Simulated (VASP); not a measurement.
Consider the following.

```xyz
4
Lattice="4.0903 0.0000 0.0000 0.0000 4.0903 0.0000 0.0000 0.0000 4.0903" Properties=species:S:1:pos:R:3 pbc="T T T"
Sc     0.0000     0.0000     0.0000
Al     0.0000     2.0452     2.0452
Al     2.0452     0.0000     2.0452
Al     2.0452     2.0452     0.0000
```

Calculation: rev-vdW-DF2, VASP's PBE PAW potentials (set 64) (plane waves; VASP). Numerical set-up: 520 eV cut-off, 9×9×9 Γ-centred mesh, tetrahedra with Blöchl corrections, potentials Sc_sv Al.

The cores are frozen, which limits the accuracy of field gradients.

**Question.** Give the principal components of the electric field gradient (V/Å²) and the asymmetry η at each nucleus.

**Answer.** 
```tsv
atom	Vxx	Vyy	Vzz	η
Sc1	0.0	0.0	0.0	-
Al2	-10.2	-10.2	20.3	0.00
Al3	-10.2	-10.2	20.3	0.00
Al4	-10.2	-10.2	20.3	0.00
```

The compound is Al3Sc in the L1_2 structure. It was relaxed first.
